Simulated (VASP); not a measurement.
**Li4P: single point with PBE**

Li4P:

```
Li P
1.0
    -2.84160    2.84160    1.77571
     2.84160   -2.84160    1.77571
     2.84160    2.84160   -1.77571
Li P
4 1
Direct
  0.59819 0.80284 0.40103
  0.80284 0.40181 0.20465
  0.19716 0.59819 0.79535
  0.40181 0.19716 0.59897
  0.00000 0.00000 0.00000
```

The cell was built by a generator and needn't be a form met in nature.

| Item | Value |
| --- | --- |
| Program | VASP 6.6.1 |
| Task | single point |
| Functional | PBE |
| Potentials or basis | VASP PAW PBE potentials, release 64 (Li_sv, P) |
| Cutoff | 520 eV |
| k mesh | 9 × 9 × 9 |
| Occupations | fermi-dirac, width 0.05 eV |
| Spin | no spin polarisation |

```json
{
 "Largest force": "0.892 eV/Å",
 "Band gap on the k mesh": "none (metal or under the smearing width)"
}
```

Forces in eV/Å, atoms in the order of the input:
```
Li  -0.796  0.402  0.000
Li  -0.402 -0.796  0.000
Li   0.402  0.796  0.000
Li   0.796 -0.402  0.000
P    0.000  0.000  0.000
```

Levels at points of the mesh, in eV from the Fermi level:
```csv
k point,band 5,band 6,band 7,band 8,band 9,band 10,band 11,band 12,band 13,band 14
"(0.00, 0.00, 0.00)",-10.89,-2.52,-2.52,-0.92,-0.01,0.60,4.64,5.09,5.09,5.97
```

Wall time 94 s on 1 thread of Intel(R) Xeon(R) Platinum 8488C (Sapphire Rapids), with other jobs on the host, peak memory 0.23 GiB.
